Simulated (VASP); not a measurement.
Method: rev-vdW-DF2, VASP's PBE PAW potentials (set 64) (plane waves; VASP 6.6.1).

A VASP calculation is set up with these files.

### INCAR
```
SYSTEM = CoAl
PREC = Accurate; ENCUT = 520; LREAL = .FALSE.
LASPH = .TRUE.
EDIFF = 1E-7; NELM = 100; ALGO = Normal
LMAXMIX = 4
ISMEAR = -5
GGA = MK; LUSE_VDW = .TRUE.; AGGAC = 0.0
PARAM1 = 0.1234568; PARAM2 = 0.7114; ZAB_VDW = -1.8867
ISIF = 2
LWAVE = .FALSE.; LCHARG = .TRUE.; LORBIT = 11
NEDOS = 601
```

**KPOINTS**
```
Regular mesh
0
gamma
14 14 14
```

File POSCAR:
```
CoAl
1
    2.8362068358     0.0000000000     0.0000000000
    0.0000000000     2.8362068358     0.0000000000
    0.0000000000     0.0000000000     2.8362068358
Al Co
1 1
Direct
  0.5000000000   0.5000000000   0.5000000000
  0.0000000000   0.0000000000   0.0000000000
```

POTCAR, in this order: Al Co (PBE.64 set). Program: vasp_std.

### Question
What will the output report for the number of irreducible k-points (NKPTS), largest plane-wave count, number of space-group operations, FFT grid (NGX, NGY, NGZ)?

### Answer

The number of irreducible k-points (NKPTS) is 120 and the largest plane-wave count is 628. The number of space-group operations is 48 and the FFT grid (NGX, NGY, NGZ) is 24 × 24 × 24.

The compound is CoAl in the CsCl type structure. It was relaxed first. The run is not spin-polarised, so no magnetic state was tried.
